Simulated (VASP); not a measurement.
```
CELL_PARAMETERS angstrom
      2.10872     1.21747     9.61412
     -2.10872     1.21747     9.61412
      0.00000    -2.43494     9.61412
ATOMIC_POSITIONS crystal
  Bi 0.39187 0.39187 0.39187
  Bi 0.60813 0.60813 0.60813
  Te 0.78682 0.78682 0.78682
  Te 0.21318 0.21318 0.21318
  S  0.00000 0.00000 0.00000
```

Method: LDA (Ceperley-Alder, Perdew-Zunger), VASP's LDA PAW potentials (set 64) (plane waves; VASP 6.6.1). Numerical set-up: 400 eV cut-off, 7×7×7 Γ-centred mesh, tetrahedra with Blöchl corrections, potentials Bi_d Te S.

The cores are frozen, which limits the accuracy of field gradients.

**Question.** Give the principal components of the electric field gradient (V/Å²) and the asymmetry η at each nucleus.

**Answer.** 
| atom | Vxx | Vyy | Vzz | η |
|---|---|---|---|---|
| Bi1 | 1.1 | 1.1 | -2.3 | 0.00 |
| Bi2 | 1.1 | 1.1 | -2.3 | 0.00 |
| Te3 | -17.3 | -17.3 | 34.7 | 0.00 |
| Te4 | -17.3 | -17.3 | 34.7 | 0.00 |
| S5 | 0.2 | 0.2 | -0.4 | - |

The structure comes from a computed database's Bi2Te2S entry (R-3m); how it stands against other phases isn't given here. It was relaxed first, which changed the volume by -10 %.
